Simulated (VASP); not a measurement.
Runs of VASP 6.6.1 on OInBrH2. The cell holds a molecule in a box, 5 atoms: a = 13.000 Å, b = 13.000 Å, c = 11.000 Å, α = 90.00°, β = 90.00°, γ = 90.00°. 

```tsv
task	level	potentials or basis	cell	cutoff (eV)	grid for exact exchange (PRECFOCK)	screening parameter	gap on the mesh (eV)	largest force (eV/Å)
atomic charges	PBE+TS	VASP PAW PBE potentials, release 64 (O, In_d, Br, H)	as given	520	-	-	4.50	0.70
single point	HSE06+D3(BJ)	VASP PAW PBE potentials, release 64 (O_h, In_d, Br, H_h)	as given	900	Fast	0.2 1/A	5.87	0.13
relaxation of the atoms	revPBE	VASP PAW PBE potentials, release 64 (O, In_d, Br, H)	atoms relaxed	520	-	-	(a)	-
electron localisation function	PBE	VASP PAW PBE potentials, release 64 (O, In_d, Br, H)	as given	520	-	-	4.50	0.70
```

Alike in all rows: no spin polarisation; k mesh 1 × 1 × 1; smearing gaussian 0.01 eV.

Problem. Estimate the missing entries.

Solution. (a) 4.31.

Caveats: spin-orbit coupling is left out, which moves the levels of the heavy elements; the PAW data sets were made with another functional, which shifts forces and pressure a little (some runs).

A k mesh can miss the band edges, and the runs leave out spin-orbit coupling on Br, In.

Not every run made on this cell is shown here.
